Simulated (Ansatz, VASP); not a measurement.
## One calculation of SnC2, two programs

Contents of INCAR:

```
SYSTEM = SnC2
ALGO     = Fast           ! electronic algorithm
EDIFF    = 1E-7           ! SCF threshold, eV
EDIFFG   = -0.005         ! ionic threshold
ENCUT    = 600            ! plane-wave cutoff, eV
GGA      = PS             ! functional
IBRION   = 2              ! ionic algorithm
ISIF     = 3              ! what is computed and relaxed
ISMEAR   = 0              ! smearing method
LASPH    = .True.         ! aspherical terms in the spheres
LCHARG   = .False.        ! write CHGCAR
LREAL    = .False.        ! projectors in reciprocal space
LWAVE    = .False.        ! write WAVECAR
NELM     = 100            ! most SCF steps
NSW      = 100            ! ionic steps
PREC     = Accurate       ! precision mode
SIGMA    = 0.02           ! smearing width, eV
```

KPOINTS

```
k-points
0
Gamma
  12 12 12
  0 0 0
```

The input POSCAR:

```
SnC2
1.0
   -1.9867551384      1.9867551384      3.2582534043
    1.9867551384     -1.9867551384      3.2582534043
    1.9867551384      1.9867551384     -3.2582534043
Sn C
1 2
Direct
    0.0000000000      0.0000000000      0.0000000000
    0.5973763579      0.5973763579      0.0000000000
    0.4026236421      0.4026236421      0.0000000000
```

Input for Ansatz:

```yaml
crystal:
  lattice:
    - [-1.9867551384, 1.9867551384, 3.2582534043]
    - [1.9867551384, -1.9867551384, 3.2582534043]
    - [1.9867551384, 1.9867551384, -3.2582534043]
  atoms:
    - { symbol: Sn, position: [0.0, 0.0, 0.0] }
    - { symbol: C, position: [0.5973763579, 0.5973763579, 0.0] }
    - { symbol: C, position: [0.4026236421, 0.4026236421, 0.0] }
basis:
  ecutwfc: 420
kpoints:
  mp_grid: { grid: [12, 12, 12] }
hamiltonian:
  xc: pbesol
scf:
  occupations: { method: gaussian, width: 0.02 }
output:
  forces: true
  stress: true
  eigenvalues: true
relax:
  adjacent_minimum: "off"
  f_tol: 0.005
  max_steps: 80
  cell: { stress_tol: 0.05 }
```

The cell comes from a database or a generator and needn't be the stable form of this composition.

Alike in both runs: task relaxation of cell and atoms; functional PBEsol; k mesh 12 × 12 × 12; occupations gaussian, width 0.02 eV; no spin polarisation.

```csv
,VASP,Ansatz
version,VASP 6.6.1,Ansatz 0.2.0
potentials or method,"VASP PAW PBE potentials, release 64 (Sn_d, C)","scalar-relativistic, plane waves, PAW"
plane-wave cutoff (eV),600,420
valence electrons in the cell,22,22
```

```csv
,VASP,Ansatz,Ansatz less VASP
"gap on the k mesh at the Fermi level, each at its own relaxed structure (eV)",0.40,0.41,+0.019
relaxed volume (Å³/atom),17.25,17.26,+0.013
relaxed cell length with the largest relative difference (Å),4.309,4.310,+0.0009
```

Caveats: the PAW data sets were made with another functional, which shifts forces and pressure a little (VASP); spin-orbit coupling is left out, which moves the levels of the heavy elements. A k mesh can miss the band edges.
